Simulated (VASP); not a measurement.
Method: PBEsol GGA, VASP's PBE PAW potentials (set 64) (plane waves; VASP 6.6.1).

The input files of a VASP run:

File KPOINTS:
```
K-points
0
gamma
 6 6 6
0 0 0
```

### INCAR
```
SYSTEM  =  TiPt3
PREC  =  Accurate; ENCUT  =  300; LREAL  =  .False.
LASPH  =  .True.
EDIFF  =  1E-6; NELM  =  100; ALGO  =  Normal
LMAXMIX  =  6
ISMEAR  =  0; SIGMA  =  0.1
GGA  =  PS
ISIF  =  2
LWAVE  =  .False.; LCHARG  =  .False.
```

POSCAR:
```
TiPt3
1
    3.9245300000     0.0000000000     0.0000000000
    0.0000000000     3.9245300000     0.0000000000
    0.0000000000     0.0000000000     3.9245300000
Ti Pt
1 3
Direct
  0.0000000000   0.0000000000   0.0000000000
  0.5000000000   0.5000000000   0.0000000000
  0.0000000000   0.5000000000   0.5000000000
  0.5000000000   0.0000000000   0.5000000000
```

POTCAR, in this order: Ti_sv Pt (PBE.64 set). Program: vasp_std.

Problem. What will the output report for the number of irreducible k-points (NKPTS), largest plane-wave count, number of space-group operations, FFT grid (NGX, NGY, NGZ)?

Solution. 
```
Property                                      Result
--------------------------------------  ------------
number of irreducible k-points (NKPTS)            20
largest plane-wave count                         739
number of space-group operations                  48
FFT grid (NGX, NGY, NGZ)                24 × 24 × 24
```

The structure comes from a computed database's TiPt3 entry; how it stands against other phases isn't given here. The cell was not relaxed at this level. The run is one of a series of settings (GGA = PS against the base run), some of them coarse on purpose.
